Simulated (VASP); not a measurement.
An input for Ansatz (written as the equivalent of a VASP run, and not itself run):

Ansatz 0.2 input:
```yaml
crystal:
  lattice:
    - [2.8912900, 0.0000000, 0.0000000]
    - [-1.4456450, 2.5039306, 0.0000000]
    - [0.0000000, 0.0000000, 13.1043008]
  atoms:
    - { symbol: Al, position: [0.3333330, 0.6666670, 0.2500000] }
    - { symbol: Al, position: [0.6666670, 0.3333330, 0.7500000] }
    - { symbol: V, position: [0.3333330, 0.6666670, 0.5857307] }
    - { symbol: V, position: [0.6666670, 0.3333330, 0.4142693] }
    - { symbol: V, position: [0.6666670, 0.3333330, 0.0857307] }
    - { symbol: V, position: [0.3333330, 0.6666670, 0.9142693] }
    - { symbol: C, position: [0.0000000, 0.0000000, 0.0000000] }
    - { symbol: C, position: [0.0000000, 0.0000000, 0.5000000] }
kpoints:
  mp_grid: { grid: [11, 11, 2] }
hamiltonian:
  xc: r2scan
  pseudopotentials: { kind: paw }
scf:
  occupations: { method: methfessel_paxton, width: 0.1 }
  max_iter: 100
relax:
  max_steps: 60
  f_tol: 0.02
  cell: {}
output: { forces: true, stress: true, eigenvalues: true }
```

Write the VASP files for the same calculation (r2SCAN).

One answer among several that fit: 
INCAR:
```
SYSTEM = AlV2C
PREC = Accurate
ENCUT = 520
EDIFF = 1E-6
NELM = 100
ALGO = Normal
LREAL = .FALSE.
LASPH = .TRUE.
ISMEAR = 1
SIGMA = 0.1
METAGGA = R2SCAN
LMIXTAU = .TRUE.
LMAXMIX = 4
LWAVE = .FALSE.
LCHARG = .FALSE.
IBRION = 2
ISIF = 3
NSW = 60
EDIFFG = -0.02
```

File KPOINTS:
```
Automatic mesh
0
Gamma
11 11 2
0 0 0
```

### POSCAR
```
AlV2C
1
    2.8912899636     0.0000000000     0.0000000000
   -1.4456449817     2.5039306023    -0.0000000000
    0.0000000000     0.0000000000    13.1043007920
Al V C
2 4 2
Direct
  0.3333330000   0.6666670000   0.2500000000
  0.6666670000   0.3333330000   0.7500000000
  0.3333330000   0.6666670000   0.5857307308
  0.6666670000   0.3333330000   0.4142692692
  0.6666670000   0.3333330000   0.0857307308
  0.3333330000   0.6666670000   0.9142692692
  0.0000000000   0.0000000000   0.0000000000
  0.0000000000   0.0000000000   0.5000000000
```

POTCAR, in this order: Al V_sv C (PBE.64 set). Program: vasp_std.

Limits of the translation: each code has its own PAW files, so the cut-off isn't converted (ENCUT is set for VASP's; basis.ecutwfc is left out, and Ansatz then takes the one that its files recommend); Ansatz stops its SCF on the density residual and VASP on the energy change (EDIFF).

The structure comes from a computed database's AlV2C entry (P6_3/mmc); how it stands against other phases isn't given here. This run relaxes it. Symmetry was kept, so distortions that lower it aren't found. The start is the result of an earlier pass.
